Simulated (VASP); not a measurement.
Output of a VASP run:

**OSZICAR**
```
...
DAV:  13    -0.262898160309E+02    0.41190E-06   -0.61870E-06  1781   0.184E-02    0.883E-03
DAV:  14    -0.262898155054E+02    0.52551E-06   -0.53925E-07  1759   0.827E-03    0.231E-03
DAV:  15    -0.262898154832E+02    0.22265E-07   -0.17462E-07   918   0.657E-03
   1 F= -.22414809E+02 E0= -.22415306E+02  d E =-.224148E+02
       N       E                     dE             d eps       ncg     rms          rms(c)
DAV:   1    -0.359970111231E+02   -0.97072E+01   -0.13244E+02  1510   0.174E+02    0.302E+01
DAV:   2    -0.306475765399E+02    0.53494E+01   -0.10534E+02  1642   0.178E+02    0.154E+01
DAV:   3    -0.259177864333E+02    0.47298E+01   -0.24077E+01  1590   0.856E+01    0.539E+00
DAV:   4    -0.256847268812E+02    0.23306E+00   -0.10513E+00  1673   0.968E+00    0.284E+00
DAV:   5    -0.256044509419E+02    0.80276E-01   -0.65097E-02  2064   0.354E+00    0.126E+00
DAV:   6    -0.255941670704E+02    0.10284E-01   -0.18377E-02  1577   0.138E+00    0.211E-01
DAV:   7    -0.255941522075E+02    0.14863E-04   -0.12947E-03  1643   0.371E-01    0.121E-01
DAV:   8    -0.255941417920E+02    0.10416E-04   -0.23667E-04  1651   0.110E-01    0.343E-02
DAV:   9    -0.255941327905E+02    0.90015E-05   -0.63239E-05  1760   0.127E-01    0.163E-02
DAV:  10    -0.255941325435E+02    0.24699E-06   -0.51560E-06  1713   0.234E-02    0.489E-03
DAV:  11    -0.255941323359E+02    0.20759E-06   -0.83416E-07  1699   0.127E-02    0.198E-03
DAV:  12    -0.255941322994E+02    0.36448E-07   -0.54624E-08   805   0.269E-03
   2 F= -.22221345E+02 E0= -.22221877E+02  d E =0.193464E+00
       N       E                     dE             d eps       ncg     rms          rms(c)
DAV:   1    -0.306022868332E+02   -0.50082E+01   -0.52672E+01  1485   0.124E+02    0.182E+01
DAV:   2    -0.294931682566E+02    0.11091E+01   -0.54196E+01  1673   0.121E+02    0.122E+01
DAV:   3    -0.262853308327E+02    0.32078E+01   -0.13046E+01  1662   0.628E+01    0.378E+00
DAV:   4    -0.262408728162E+02    0.44458E-01   -0.49395E-01  1519   0.586E+00    0.237E+00
DAV:   5    -0.261987939347E+02    0.42079E-01   -0.51706E-02  2023   0.337E+00    0.646E-01
DAV:   6    -0.261955617290E+02    0.32322E-02   -0.99049E-03  1597   0.126E+00    0.106E-01
DAV:   7    -0.261956855209E+02   -0.12379E-03   -0.46884E-04  2164   0.174E-01    0.603E-02
DAV:   8    -0.261956947895E+02   -0.92686E-05   -0.11863E-05  1736   0.404E-02    0.111E-02
DAV:   9    -0.261956929052E+02    0.18843E-05   -0.37071E-06  1704   0.193E-02    0.721E-03
DAV:  10    -0.261956927327E+02    0.17252E-06   -0.52396E-07  1572   0.688E-03    0.400E-03
DAV:  11    -0.261956927823E+02   -0.49567E-07   -0.49906E-08   760   0.280E-03
   3 F= -.22516741E+02 E0= -.22517247E+02  d E =-.101932E+00
       N       E                     dE             d eps       ncg     rms          rms(c)
DAV:   1    -0.261925361472E+02    0.31566E-02   -0.76676E-03  1500   0.143E+00    0.222E-01
DAV:   2    -0.261923843770E+02    0.15177E-03   -0.73809E-03  1642   0.150E+00    0.154E-01
DAV:   3    -0.261919170667E+02    0.46731E-03   -0.19103E-03  1647   0.781E-01    0.348E-02
DAV:   4    -0.261919018150E+02    0.15252E-04   -0.66355E-05  1499   0.605E-02    0.906E-03
DAV:   5    -0.261919002517E+02    0.15633E-05   -0.33982E-06  1800   0.225E-02    0.521E-03
DAV:   6    -0.261918998680E+02    0.38369E-06   -0.95965E-07  2060   0.932E-03    0.135E-03
DAV:   7    -0.261918997799E+02    0.88122E-07   -0.92584E-08   877   0.310E-03
   4 F= -.22516800E+02 E0= -.22517306E+02  d E =-.101991E+00
```

File OUTCAR:
```
------------------------ aborting loop because EDIFF is reached ----------------------------------------
  FORCE on cell =-STRESS in cart. coord.  units (eV):
  Direction    XX          YY          ZZ          XY          YZ          ZX
  --------------------------------------------------------------------------------------
  Total        3.6627983      3.6627983      3.6627983     -0.0000000     -0.0000000     -0.0000000
  in kB      149.4979154    149.4979154    149.4979154     -0.0000000     -0.0000000     -0.0000000
  external PRESSURE =      -0.5020846 kB  Pullay stress =     150.0000000 kB
  volume of cell :       39.25
      direct lattice vectors                 reciprocal lattice vectors
     3.398569457 -0.000000000  0.000000000     0.294241449  0.000000000  0.000000000
    -0.000000000  3.398569457 -0.000000000     0.000000000  0.294241449  0.000000000
    -0.000000000 -0.000000000  3.398569457    -0.000000000  0.000000000  0.294241449
 POSITION                                       TOTAL-FORCE (eV/Angst)
 -----------------------------------------------------------------------------------
      0.00000      0.00000      0.00000         0.000000      0.000000      0.000000
     -0.00000      1.69928      1.69928        -0.000000     -0.000000      0.000000
      1.69928     -0.00000      1.69928         0.000000     -0.000000      0.000000
      1.69928      1.69928     -0.00000         0.000000      0.000000      0.000000
 -----------------------------------------------------------------------------------
    total drift:                                0.000000      0.000000      0.000000
  FREE ENERGIE OF THE ION-ELECTRON SYSTEM (eV)
  ---------------------------------------------------
  free  energy   TOTEN  =       -26.1918997799 eV

  energy  without entropy=      -26.1934173820  energy(sigma->0) =      -26.19240565
  enthalpy is  TOTEN    =       -22.5168000680 eV   P V=        3.6750997119

 reached required accuracy - stopping structural energy minimisation
```
(Selected blocks of OUTCAR.)

POSCAR:
```
Ni3Si
1
    3.4591064486    -0.0000000000     0.0000000000
   -0.0000000000     3.4591064486    -0.0000000000
   -0.0000000000    -0.0000000000     3.4591064486
Si Ni
1 3
Direct
  0.0000000000   0.0000000000   0.0000000000
  0.0000000000   0.5000000000   0.5000000000
  0.5000000000   0.0000000000   0.5000000000
  0.5000000000   0.5000000000   0.0000000000
```

Problem. Write an INCAR and KPOINTS that could have produced this output.

Solution. Several could match; the one computed here: the input of the run itself, PBEsol GGA, plane waves, VASP's PBE PAW potentials (set 64).

**INCAR**
```
ALGO = Normal
EDIFF = 1E-7
EDIFFG = -0.01
ENCUT = 480
GGA = PS
IBRION = 2
ISIF = 3
ISMEAR = 1
LASPH = .True.
LCHARG = .False.
LMAXMIX = 4
LREAL = .False.
LWAVE = .False.
NELM = 100
NSW = 40
PREC = Accurate
PSTRESS = 150
SIGMA = 0.1
SYSTEM = Ni3Si
```

### KPOINTS
```
Automatic mesh
0
Gamma
8 8 8
0 0 0
```

POTCAR, in this order: Si Ni (PBE.64 set). Program: vasp_std.

Energy and stress use the plane-wave basis of the starting cell.

The compound is Ni3Si in the L1_2 structure. This run relaxes it under an external pressure of 15 GPa. Symmetry was kept, so distortions that lower it aren't found. The run is not spin-polarised, so no magnetic state was tried.
